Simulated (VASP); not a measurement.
Data:

```yaml
crystal:
  lattice:
    - [0.00000, 3.15897, 3.15897]
    - [3.15897, 0.00000, 3.15897]
    - [3.15897, 3.15897, 0.00000]
  atoms:
    - { symbol: Ti, position: [0.25000, 0.25000, 0.25000] }
    - { symbol: Ti, position: [0.75000, 0.75000, 0.75000] }
    - { symbol: Ti, position: [0.50000, 0.50000, 0.50000] }
    - { symbol: Os, position: [0.00000, 0.00000, 0.00000] }
```

The numbers are results of PBEsol GGA, VASP's PBE PAW potentials (set 64) (plane waves; VASP), not measurements. Settings: 300 eV cut-off, 8×8×8 Γ-centred mesh, Gaussian smearing of 0.27 eV, potentials Ti_sv Os.

The run has a spin-polarised start.

### Question
Give the spin-up energies of bands 14 to 27 at the high-symmetry points, in eV from the Fermi level.

### Answer

```
band      Γ      X      U      L      W
----  -----  -----  -----  -----  -----
14    -3.66  -3.92  -3.65  -3.45  -3.64
15    -3.66  -3.88  -3.52  -2.63  -3.41
16    -2.44  -2.87  -3.02  -2.63  -3.41
17    -2.44  -2.12  -2.15  -2.28  -1.99
18    -2.44  -2.12  -2.10  -2.12  -1.96
19    -0.98  -1.99  -1.47  -2.12  -1.01
20    -0.98  -0.27  -0.67  -1.28  -1.01
21    -0.98   0.28  -0.38  -1.28  -0.39
22     0.29   0.28  -0.16  -0.65  -0.24
23     0.29   1.09   0.03  -0.55  -0.24
24     0.29   1.09   0.12  -0.55  -0.24
25     1.93   1.17   1.19   2.10   1.39
26     1.93   1.17   1.42   2.10   1.72
27     2.95   1.24   1.62   2.62   1.72
```

### Question
Give the spin-down energies of bands 14 to 27 at the high-symmetry points, in eV from the Fermi level.

### Answer

```json
[
 {"band": "14", "Γ": "-3.57", "X": "-3.78", "U": "-3.50", "L": "-3.19", "W": "-3.47"},
 {"band": "15", "Γ": "-3.57", "X": "-3.71", "U": "-3.41", "L": "-2.58", "W": "-3.29"},
 {"band": "16", "Γ": "-2.38", "X": "-2.69", "U": "-2.90", "L": "-2.58", "W": "-3.29"},
 {"band": "17", "Γ": "-2.38", "X": "-2.07", "U": "-2.13", "L": "-2.25", "W": "-1.95"},
 {"band": "18", "Γ": "-2.38", "X": "-2.07", "U": "-2.04", "L": "-2.09", "W": "-1.95"},
 {"band": "19", "Γ": "-0.78", "X": "-1.94", "U": "-1.37", "L": "-2.09", "W": "-0.86"},
 {"band": "20", "Γ": "-0.78", "X": "-0.14", "U": "-0.35", "L": "-1.08", "W": "-0.86"},
 {"band": "21", "Γ": "-0.78", "X": "0.71", "U": "-0.23", "L": "-1.08", "W": "-0.18"},
 {"band": "22", "Γ": "0.70", "X": "0.71", "U": "0.01", "L": "-0.25", "W": "0.03"},
 {"band": "23", "Γ": "0.70", "X": "1.22", "U": "0.41", "L": "-0.17", "W": "0.03"},
 {"band": "24", "Γ": "0.70", "X": "1.22", "U": "0.42", "L": "-0.17", "W": "0.20"},
 {"band": "25", "Γ": "1.98", "X": "1.43", "U": "1.45", "L": "2.21", "W": "1.53"},
 {"band": "26", "Γ": "1.98", "X": "1.43", "U": "1.63", "L": "2.21", "W": "1.93"},
 {"band": "27", "Γ": "3.21", "X": "1.49", "U": "1.77", "L": "2.77", "W": "1.93"}
]
```

It has no gap at this level: it comes out as a metal or semimetal.

The structure comes from a computed database's Ti3Os entry (Fm-3m); how it stands against other phases isn't given here. The cell was not relaxed at this level.
